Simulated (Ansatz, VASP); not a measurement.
**Cross-check of InSb between VASP and Ansatz**

Wanted: the spread between two codes on one cell, functional and k mesh. The two relaxations start from unlike cells of this crystal (the structure described is Ansatz's start), so only their ends are compared.

Main program and level: Ansatz 0.2.0; plane waves, with VASP 6.6.1 beside it; relaxation of cell and atoms at BLYP.

**1. Starting point**

Symmetry: F-43m, No. 216, cubic system. Conventional cell: a = 6.478 Å, b = 6.478 Å, c = 6.478 Å, α = 90.00°, β = 90.00°, γ = 90.00°. In has 4 Sb at 2.81 Å nearest. Sb has 4 In at 2.81 Å nearest. Farther neighbours are not listed.

**2. Ansatz: relaxation of cell and atoms, BLYP**

Ansatz runs on its default PAW (the set named soft_2) files.

The relaxed volume is the usual yardstick between codes: in a stiff, nearly cubic crystal its relative difference is about their pressure difference at one cell divided by the bulk modulus.

input.yaml reads:

```yaml
crystal:
  lattice:
    - [0.0, 3.2391, 3.2391]
    - [3.2391, 0.0, 3.2391]
    - [3.2391, 3.2391, 0.0]
  atoms:
    - { symbol: In, position: [0.0, 0.0, 0.0] }
    - { symbol: Sb, position: [0.25, 0.25, 0.25] }
kpoints:
  mp_grid: { grid: [16, 16, 16] }
hamiltonian:
  xc: blyp
scf:
  occupations: { method: methfessel_paxton, width: 0.25 }
output:
  forces: true
  stress: true
  eigenvalues: true
relax:
  adjacent_minimum: "off"
  f_tol: 0.005
  max_steps: 60
  cell: { stress_tol: 0.03 }
```

Launch:

```sh
> ansatz run input.yaml --threads 4 --pin off --max-ram 16384MiB --backend cpu --events-out ev --progress --plain --runs-dir out
```

Numbers of over 12 decimals in the logs are rounded to 6 here.

The log of the run:

```text
Engine: ansatz 0.2.0, aarch64-unknown-linux-gnu
Pseudopotentials: kind: paw
Pseudopotential: In, paw, valence charge 13, recommended cutoff 420 eV (normal), In.paw.azcp
Pseudopotential: Sb, paw, valence charge 15, recommended cutoff 420 eV (normal), Sb.paw.azcp
Functional definition: BLYP
  parameter beta = 0.0042
  parameter a = 0.04918
  parameter b = 0.132
  parameter c = 0.2533
  parameter d = 0.349
  exchange = b88_x(beta = beta)
  correlation = lyp_c(a = a, b = b, c = c, d = d)
Crystal: 2 atoms, lattice volume = 67.968 Å³
Basis set: ecut = 420 eV, 1363 PW (Γ), exchange–correlation on 64×64×64 points (8 copies of the dense FFT grid, shifted against one another)
Bands: 18, of which v1, the nominal top of the filled ones, is band 14 counted from 1 (13 counted from 0)
Symmetry: 24 space group operations
Space group: F-43m (ITA 216), of the structure as read, at distance tolerance 4.1e-5 Å
k-points: 145 of 4096 (time reversal used)
Non-local potential: In, projectors of the file, l = 0: 2, l = 1: 2, l = 2: 2, l = 3: 2
Non-local potential: Sb, projectors of the file, l = 0: 2, l = 1: 2, l = 2: 2, l = 3: 2
PAW form: soft (Blöchl's): semilocal exchange-correlation on the pseudo side does not see the compensation charge
PAW frozen core: In, regenerated for the run's functional, and the local potential with it (the file was generated under x = pbe(κ = 0.804, μ = 0.219515), c = pbe(β = 0.066725))
PAW frozen core: Sb, regenerated for the run's functional, and the local potential with it (the file was generated under x = pbe(κ = 0.804, μ = 0.219515), c = pbe(β = 0.066725))
PAW one-centre angular grid: In, 590 points (default); XC on 64 Gauss nodes
PAW one-centre angular grid: Sb, 590 points (default); XC on 64 Gauss nodes
Initial density: superposition of atomic densities (neutral atoms: chi_scale 0, normalization atom), corrected by the library's trained network
Initial wavefunctions: pseudopotential atomic-orbital guess
Functional: x = b88, c = lyp
SCF iter   1: F=—  HF=-12115.366482 eV  |F-HF|=—  |Δ(HF+E_count)|=         —  Δρ=4.33e-3  dr2=6.78e-3  ethr=1.77e-3  ⟨swp⟩=5.4  Hψ=12905  notcnv=0
preconditioner: auto → none  [insulator: Δε(μ)=0.499 eV  Ē_g=14.114 eV  σ=0.250 eV  W_gap=0.68  n_scr=14 (ndim 8)  ℏωp=19.1 eV  f_vac=0.112  D(μ)=0.04/eV (n_scr^D=0)  ε∞_Penn≈2.8]
SCF iter   2: F=—  HF=-12115.363510 eV  |F-HF|=—  |Δ(HF+E_count)|=   2.97e-3  S|Δr|=    0.00e0  Δρ=2.37e-3  dr2=1.57e-3  ethr=2.42e-5  ⟨swp⟩=2.0  Hψ=4416  notcnv=0
SCF iter   3: F=—  HF=-12115.363629 eV  |F-HF|=—  |Δ(HF+E_count)|=   1.19e-4  S|Δr|=    0.00e0  Δρ=8.07e-4  dr2=5.02e-4  ethr=5.62e-6  ⟨swp⟩=2.0  Hψ=3726  notcnv=0
SCF iter   4: F=—  HF=-12115.363409 eV  |F-HF|=—  |Δ(HF+E_count)|=   2.21e-4  S|Δr|=    0.00e0  Δρ=1.78e-4  dr2=1.65e-5  ethr=1.79e-6  ⟨swp⟩=2.0  Hψ=3906  notcnv=0
SCF iter   5: F=—  HF=-12115.363422 eV  |F-HF|=—  |Δ(HF+E_count)|=   1.34e-5  S|Δr|=    0.00e0  Δρ=2.58e-4  dr2=3.39e-5  ethr=5.90e-8  ⟨swp⟩=2.0  Hψ=4643  notcnv=0
SCF iter   6: F=—  HF=-12115.363405 eV  |F-HF|=—  |Δ(HF+E_count)|=   1.68e-5  S|Δr|=    0.00e0  Δρ=7.34e-5  dr2=2.29e-6  ethr=5.90e-8  ⟨swp⟩=2.0  Hψ=4641  notcnv=0
SCF iter   7: F=-12115.363404 eV  HF=-12115.363404 eV  |F-HF|=3.39e-8  |Δ(HF+E_count)|=   1.17e-6  S|Δr|=    0.00e0  Δρ=9.05e-6  dr2=3.48e-8  ethr=3.57e-10  ⟨swp⟩=5.7  Hψ=13995  notcnv=0
SCF 1 converged in 7 iterations: F = -12115.363404 eV  dr2 = 3.48e-8
  greatest PAW one-centre occupation: 0.997 electrons in one spin orbital (limit 2), on the Sb atom at site 1 (counted from 0), in its partial waves of l = 2
relax step   1: F+E_penalty+E_count = -12115.36340423 eV  Δ(F+E_penalty+E_count) = +0.000e0 eV  max|allowed force component| = 1.850e-16 eV/Å  Δτ_max = 0.0000 Å  P = +5.734 GPa  Ω = 67.968 Å³  (7 SCF iters, dr2 threshold 1.00e-7 eV, accepted)
[...]
relax step   4: F+E_penalty+E_count = -12115.52090494 eV  Δ(F+E_penalty+E_count) = -1.112e-3 eV  max|allowed force component| = 4.395e-17 eV/Å  Δτ_max = 0.0000 Å  P = -0.036 GPa  Ω = 78.161 Å³  stress off target by 3.57e-2 GPa  SCF on the basis re-selected at this cell (its energy is not comparable with the rows above)  (6 SCF iters)
[...]
relax step   5: F+E_penalty+E_count = -12115.52092759 eV  Δ(F+E_penalty+E_count) = -2.265e-5 eV  max|allowed force component| = 3.123e-17 eV/Å  Δτ_max = 0.0000 Å  P = -0.000 GPa  Ω = 78.065 Å³  energy of the carried Pulay correction = +1.198e-5 eV  (4 SCF iters, dr2 threshold 3.19e-9 eV, accepted)
[...]
relax step   6: F+E_penalty+E_count = -12115.52091732 eV  Δ(F+E_penalty+E_count) = +1.026e-5 eV  max|allowed force component| = 3.469e-17 eV/Å  Δτ_max = 0.0000 Å  P = +0.000 GPa  Ω = 78.065 Å³  stress off target by 9.32e-6 GPa  SCF on the basis re-selected at this cell (its energy is not comparable with the rows above)  (6 SCF iters)
basis re-selected at this cell: Δ(F+E_penalty+E_count) = +1.026e-5 eV, ΔP = +0.000 GPa vs the last step (what re-selecting the basis moved, of the pressure what is left beyond the Pulay correction that the steps carried, after the strain that the cell walked since its last selection, with what the two solves' SCF thresholds leave and, on support functions, any second-order correction that the steps lacked; it is no m [...]
SCF converged after 6 iterations
Stability not checked: this state was not tested for a lower state beside it, because cold or Methfessel-Paxton smearing, or corrected tetrahedra, fill the levels in a way that the test cannot read (fill_not_monotonic; see scf.lower_state_search)
Free energy (F): -12115.520917 eV
Harris-Foulkes:  -12115.520917 eV  (|F-HF|=5.46e-12)
Internal energy: -12115.522924 eV  (E = F + TS)
E sigma→0 (E₀):  -12115.521419 eV
Entropy (-TS):   0.002006 eV (1.003 meV/atom)
Fermi energy:    6.191523 eV
Step filling:    the computed levels leave a gap of 0.0000 eV = 0.0 smearing widths at the electron count; against every level under it full and every level over it empty, smearing changes F+E_penalty+E_count by +0.636 meV and its σ→0 estimate by +0.135 meV
--- Per-component energies (eV) ---
  E_band       = -288.529128
  E_kinetic    = 449.522167
  E_local      = -3369.489199  (includes V_loc(G=0)·N_el)
  E_nonlocal   = 724.178484
  E_hartree    = 1444.697094
  E_xc         = -349.147636
  E_vxc        = -190.011729  (∫ρ·V_xc dr)
  E_paw        = -8766.043361  (= ΣΔE_a)
  E_vpaw       = -792.123042  (= ΣTr[D̂ρ^β])
  E_aug_tail   = 0.000025  (compensation charges beyond the density's cutoff)
  E_ewald      = -2248.980049
  E_core_change = -0.260448  (= ΣΔE_core)
  E_smearing   = 0.002006  (= −TS)
  E_closure    = -0.000000  (closes the sum)
  Σ components = -12115.520917   (vs F -12115.520917, Δ=0.00e0)
--- Forces (eV/Å), atoms counted from 1 ---
  atom   1  In     0.00000000     0.00000000    -0.00000000
  atom   2  Sb     0.00000000    -0.00000000     0.00000000
  max |Σ_I F_I| component: 5.09e-17 eV/Å
--- Stress (GPa, compression-positive) ---
        0.000009      -0.000000      -0.000000
       -0.000000       0.000009       0.000000
       -0.000000       0.000000       0.000009
  P = ⅓ Tr σ = 0.0000 GPa (0.000 kbar)
--- Band table (eV; the first three rows and the last of 145) ---
  k-point 0: bands = [... 10 lower, -3.8428, 5.0116, 6.1379, 6.1379, 6.1379, 9.1139, 9.1139, 9.1139]
  k-point 1: bands = [... 10 lower, -3.8143, 4.6695, 6.0940, 6.0940, 6.3581, 9.1599, 9.1786, 9.1786]
  k-point 2: bands = [... 10 lower, -3.7304, 4.0196, 5.9784, 5.9784, 6.6268, 9.3477, 9.3477, 9.3689]
  k-point 144: bands = [... 10 lower, -2.3620, 0.7957, 3.8542, 3.9820, 9.0773, 10.0663, 10.1923, 11.1795]
--- Relaxed structure (4 steps of the walk, 4 accepted, 2 SCFs on fresh bases) ---
  F+E_penalty+E_count = -12115.52091732 eV   max|allowed force component| = 3.469e-17 eV/Å   (the final SCF, on the basis selected at the relaxed cell)
  cell:  # Å, volume = 78.0654 Å³
    - [0, 3.392159, 3.392159]
    - [3.392159, 0, 3.392159]
    - [3.392159, 3.392159, 0]
  atoms:
    - { symbol: In, position: [0, 0, 0] }
    - { symbol: Sb, position: [0.25, 0.25, 0.25] }
```

**3. VASP: relaxation of cell and atoms, BLYP**

Its own start cell and the same functional (in two slightly different forms), mesh and smearing now go to VASP, with its own data sets.

Lines of VASP's logs that name or quote its potential files are left out, and so is its time.

INCAR reads:

```
SYSTEM = InSb
PREC = Accurate
ENCUT = 500
EDIFF = 1E-07
NELM = 120
ISMEAR = 1
SIGMA = 0.25
LREAL = .FALSE.
ALGO = Normal
GGA = B5
ALDAX = 1
AGGAX = 1
AGGAC = 1
ALDAC = 0
NBANDS = 15
LORBIT = 11
LWAVE = .FALSE.
LCHARG = .FALSE.
ISIF = 3
IBRION = 2
NSW = 80
EDIFFG = -0.005
LASPH = .TRUE.
GGA_COMPAT = .FALSE.
NELMIN = 4
```

POSCAR reads:

```
InSb
1.0
    0.0000000000      3.3952780720      3.3952780720
    3.3952780720      0.0000000000      3.3952780720
    3.3952780720      3.3952780720      0.0000000000
In Sb
1 1
Direct
    0.0000000000      0.0000000000      0.0000000000
    0.2500000000      0.2500000000      0.2500000000
```

KPOINTS reads:

```
Automatic mesh
0
Gamma
16 16 16
0 0 0
```

PAW data sets: In_d and Sb (PBE family, release 64).

Launch:

```sh
> mpirun -np 1 vasp_std
```

The log of the run:

```text
[banner, memory and clock lines left out]
running    1 mpi-ranks, on    1 nodes
 distrk:  each k-point on    1 cores,    1 groups
 distr:  one band on    1 cores,    1 groups

 POSCAR found type information on POSCAR InSb
 POSCAR found :  2 types and       2 ions
|                                                                             |
|               ----> ADVICE to this user running VASP <----                  |
|                                                                             |
|     You enforced a specific xc type in the INCAR file but a different       |
|     [... a line on the potential file left out ...]
|     I HOPE YOU KNOW WHAT YOU ARE DOING!                                     |
|                                                                             |

 LDA part: xc-table for (Slater(with rela. corr.)+VWN5), standard interpolation
 POSCAR, INCAR and KPOINTS ok, starting setup
 FFT: planning ... GRIDC
 FFT: planning ... GRID_SOFT
 FFT: planning ... GRID
 WAVECAR not read
 entering main loop
       N       E                     dE             d eps       ncg     rms          rms(c)
DAV:   1     0.111846616558E+03    0.11185E+03   -0.76627E+03  4350   0.111E+03
DAV:   2     0.152649624581E+01   -0.11032E+03   -0.10739E+03  4714   0.275E+02
DAV:   3    -0.568984492481E+01   -0.72163E+01   -0.71857E+01  5505   0.761E+01
DAV:   4    -0.589945785941E+01   -0.20961E+00   -0.20957E+00  5395   0.155E+01
DAV:   5    -0.590940211960E+01   -0.99443E-02   -0.99441E-02  6678   0.266E+00    0.336E+00
DAV:   6    -0.578910749507E+01    0.12029E+00   -0.22682E-01  6284   0.695E+00    0.186E+00
DAV:   7    -0.577635696598E+01    0.12751E-01   -0.64413E-02  5606   0.232E+00    0.592E-01
DAV:   8    -0.577618448601E+01    0.17248E-03   -0.70808E-03  5832   0.901E-01    0.250E-01
DAV:   9    -0.577657472056E+01   -0.39023E-03   -0.87553E-04  5249   0.301E-01    0.871E-02
DAV:  10    -0.577657372794E+01    0.99263E-06   -0.42272E-05  6274   0.560E-02    0.377E-02
DAV:  11    -0.577658360463E+01   -0.98767E-05   -0.19157E-05  4868   0.510E-02    0.288E-02
DAV:  12    -0.577658459247E+01   -0.98784E-06   -0.97130E-07  5394   0.753E-03    0.768E-03
DAV:  13    -0.577658495622E+01   -0.36375E-06   -0.47311E-07  5162   0.575E-03    0.324E-03
DAV:  14    -0.577658472368E+01    0.23254E-06   -0.73885E-08  4429   0.165E-03    0.109E-03
DAV:  15    -0.577658474887E+01   -0.25187E-07   -0.13456E-08  3029   0.802E-04
   1 F= -.57765847E+01 E0= -.57772464E+01  d E =-.577658E+01
 curvature:   0.00 expect dE= 0.000E+00 dE for cont linesearch  0.000E+00
 trial: gam= 0.00000 g(F)=  0.232E-47 g(S)=  0.106E-04 ort = 0.000E+00 (trialstep = 0.100E+01)
 search vector abs. value=  0.106E-04
 bond charge predicted
       N       E                     dE             d eps       ncg     rms          rms(c)
DAV:   1    -0.577671555275E+01   -0.13083E-03   -0.31384E-03  5624   0.956E-01    0.670E-02
DAV:   2    -0.577660500059E+01    0.11055E-03   -0.23144E-04  5484   0.296E-01    0.247E-02
DAV:   3    -0.577658765965E+01    0.17341E-04   -0.54110E-05  5687   0.126E-01    0.116E-02
DAV:   4    -0.577658786902E+01   -0.20937E-06   -0.17526E-06  4847   0.117E-02    0.767E-03
DAV:   5    -0.577658834528E+01   -0.47626E-06   -0.20963E-07  5020   0.388E-03    0.331E-03
DAV:   6    -0.577658878904E+01   -0.44376E-06   -0.56740E-08  2849   0.253E-03    0.404E-04
DAV:   7    -0.577658875570E+01    0.33342E-07   -0.12595E-08  2511   0.144E-03
   2 F= -.57765888E+01 E0= -.57772480E+01  d E =-.400684E-05
 trial-energy change:   -0.000004  1 .order   -0.000005   -0.000011    0.000000
 step:   0.9778(harm=  0.9933)  dis= 0.00000  next Energy=    -5.776589 (dE=-0.401E-05)
 reached required accuracy - stopping structural energy minimisation
```

OUTCAR, selected parts (step 3):

```text
ion  position               nearest neighbor table
   1  0.000  0.000  0.000-   2 2.94   2 2.94   2 2.94   2 2.94
   2  0.250  0.250  0.250-   1 2.94   1 2.94   1 2.94   1 2.94

  LATTYP: Found a face centered cubic cell.
 ALAT       =     6.7905561440

 Subroutine GETGRP returns: Found 24 space group operations
 (whereof 24 operations were pure point group operations)

The static configuration has the point symmetry T_d .

 Found    145 irreducible k-points:

   k-points           NKPTS =    145   k-points in BZ     NKDIM =    145   number of bands    NBANDS=     15

   dimension x,y,z NGX =    36 NGY =   36 NGZ =   36
   dimension x,y,z NGXF=    72 NGYF=   72 NGZF=   72

   ENCUT  =  500.0 eV  36.75 Ry    6.06 a.u.   8.75  8.75  8.75*2*pi/ulx,y,z

   NELECT =      18.0000    total number of electrons

 k-points in reciprocal lattice and weights: Automatic mesh
   0.00000000  0.00000000  0.00000000       0.000
   0.06250000  0.00000000  0.00000000       0.002
   0.12500000  0.00000000  0.00000000       0.002
   0.18750000  0.00000000  0.00000000       0.002
   0.25000000  0.00000000  0.00000000       0.002
   0.31250000  0.00000000  0.00000000       0.002
   0.37500000  0.00000000  0.00000000       0.002
   0.43750000  0.00000000  0.00000000       0.002
   0.50000000  0.00000000  0.00000000       0.001
[...]
-0.31250000  0.50000000  0.18750000       0.003
  -0.25000000  0.50000000  0.25000000       0.001

 average (electrostatic) potential at core
       1 -97.2900       2 -88.3249

 E-fermi :   4.2059

 k-point     1 :       0.0000    0.0000    0.0000
  band No.  band energies     occupation
    ...
      6      -5.7925      2.00000
      7       3.0680      2.00000
      8       4.1521      1.35543
      9       4.1521      1.35543
     10       4.1521      1.35543
     11       7.1124     -0.00000
     12       7.1124     -0.00000
     13       7.1124     -0.00000
     14       9.9314      0.00000
     15      12.2765      0.00000

 k-point     2 :       0.0625    0.0000    0.0000
  band No.  band energies     occupation
    ...
      5     -10.1833      2.00000
      6      -5.7640      2.00000
      7       2.7165      2.00000
      8       4.1079      1.61033
      9       4.1079      1.61033
     10       4.3805      0.08147
     11       7.1599     -0.00000
     12       7.1772     -0.00000
     13       7.1772     -0.00000
     14      10.1151      0.00000
    ...

 k-point     3 :       0.1250    0.0000    0.0000
  band No.  band energies     occupation
    ...
      5     -10.1833      2.00000
      6      -5.6798      2.00000
      7       2.0582      2.00000
      8       3.9918      2.00631
      9       3.9918      2.00631
     10       4.6537     -0.02956
     11       7.3465     -0.00000
     12       7.3465     -0.00000
     13       7.3731     -0.00000
     14      10.5764      0.00000
    ...

  Total        0.0000817      0.0000817      0.0000817      0.0000000      0.0000000     -0.0000000
  in kB        0.0016741      0.0016741      0.0016741      0.0000000      0.0000000     -0.0000000
  external PRESSURE =       0.0016741 kB  Pullay stress =       0.0000000 kB

  energy-cutoff  :      500.00
  volume of cell :       78.21
      direct lattice vectors                 reciprocal lattice vectors
     0.000000000  3.394285168  3.394285168    -0.147306421  0.147306421  0.147306421
     3.394285168  0.000000000  3.394285168     0.147306421 -0.147306421  0.147306421
     3.394285168  3.394285168  0.000000000     0.147306421  0.147306421 -0.147306421

 POSITION                                       TOTAL-FORCE (eV/Angst)
 -----------------------------------------------------------------------------------
      6.78857      6.78857      6.78857         0.000000      0.000000      0.000000
      1.69714      1.69714      1.69714        -0.000000     -0.000000     -0.000000
 -----------------------------------------------------------------------------------
    total drift:                                0.000000      0.000000      0.000000

  FREE ENERGIE OF THE ION-ELECTRON SYSTEM (eV)
  ---------------------------------------------------
  free  energy   TOTEN  =        -5.7765887557 eV

  energy  without entropy=       -5.7785663553  energy(sigma->0) =       -5.77724796

 reached required accuracy - stopping structural energy minimisation

 total charge
# of ion       s       p       d       tot
------------------------------------------
    1        0.900   0.605   9.861  11.365
    2        1.170   1.272   0.014   2.455
--------------------------------------------------
tot          2.070   1.876   9.875  13.821

[... 3 further parts left out ...]
```

CONTCAR:

```
InSb
   1.00000000000000
     0.0000000000000000    3.3942851681836488    3.3942851681836488
     3.3942851681836488    0.0000000000000000    3.3942851681836488
     3.3942851681836488    3.3942851681836488    0.0000000000000000
  In              Sb
     1     1
Direct
     1.0000000000000000    1.0000000000000000    1.0000000000000000
     0.2500000000000000    0.2500000000000000    0.2500000000000000
```

The run keeps the 24 symmetry operations of its start, so it cannot find a distortion of lower symmetry.

**4. Differences**

Known differences besides the potentials themselves: the data sets hold 28 valence electrons in Ansatz (on its default PAW (the set named soft_2) files) and 18 in VASP; the cutoff is 420 eV in Ansatz and 500 eV in VASP; Ansatz makes its cores anew for this functional, VASP keeps those of its PBE data sets; VASP's log shows a relativistic correction to its local exchange, Ansatz's none; Ansatz adds a Pulay correction to the stress that steers its cell, VASP none. Total energies have different zeros and are not compared.

The two programs side by side:

| quantity | Ansatz | VASP | difference |
| --- | --- | --- | --- |
| volume (Å³) | 78.07 | 78.21 | -0.19 % |
| edge a after relaxation, in the typed setting (Å) | 4.797 | 4.800 | -0.06 % |

**5. Outcome**

| Property | Result |
| --- | --- |
| difference in volume (relaxation of cell and atoms, BLYP) | -0.19 % |

**Reading.** The difference in volume is -0.19 % (relaxation of cell and atoms, BLYP), within the 1.2 % picked in this series as the mark of a large difference, as far as the stopping tolerances let one tell. The data sets hold unlike numbers of valence electrons (28 in Ansatz and 18 in VASP), so part of the differences comes from the potentials. How closely two codes agree says nothing of how well the functional describes the real material.

[Lines on the potential files, build, host, timing and source positions are cut from VASP's logs without a mark.]

[Logs are printed without paths, hosts, clocks, repeated set-up lines and the standing remarks that a program may print on its own settings, such as how far it seeks lower states.]

[Hosts, paths, dates, database ids (printed as entryN), source tags and the programs' standing remarks are cut or masked in the printed files.]
